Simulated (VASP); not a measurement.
A convergence study with VASP on Ni (fcc): one setting is varied, all else stays as given below, so the limit is that of these other settings. Each run relaxes cell and ions from the cell shown.

```
Ni
1.0
    0.00000     1.76000     1.76000
    1.76000     0.00000     1.76000
    1.76000     1.76000     0.00000
Ni
1
Direct
  0.00000   0.00000   0.00000
```
Starting moments (μB, in the order of the record's atoms Ni): 0.8.

Computed with PBE GGA, VASP's PBE PAW potentials (set 64) (plane waves; VASP 6.6.1). The tightest run used: 550 eV cut-off, 23×23×23 Γ-centred mesh, first-order Methfessel-Paxton smearing of 0.10 eV, potentials Ni.

```csv
setting,relaxed volume (Å³/atom),E (eV/atom),moment (μB),irreducible k-points
2×2×2 mesh,12.516,-3.3342,-1.226,3
3×3×3 mesh,11.291,-5.3464,1.111,4
4×4×4 mesh,10.706,-5.5427,0.594,8
5×5×5 mesh,11.097,-5.4005,0.944,10
```

These are the cheaper rows. Estimate the results at 23×23×23 mesh, and how far the last row shown lies from them.

| quantity | tightest run | last row shown is off by |
|---|---|---|
| relaxed volume (Å³/atom) | 10.873 | 0.224 |
| E (eV/atom) | -5.4702 | 0.0697 |
| moment (μB) | 0.613 | 0.330 |

Left out are rungs that failed or repeat a setting and relaxations that didn't move; long series are thinned to 24 rows.

The compound is Ni in the fcc structure. The spin order is the one that the start imposed; others were not tried in this run.
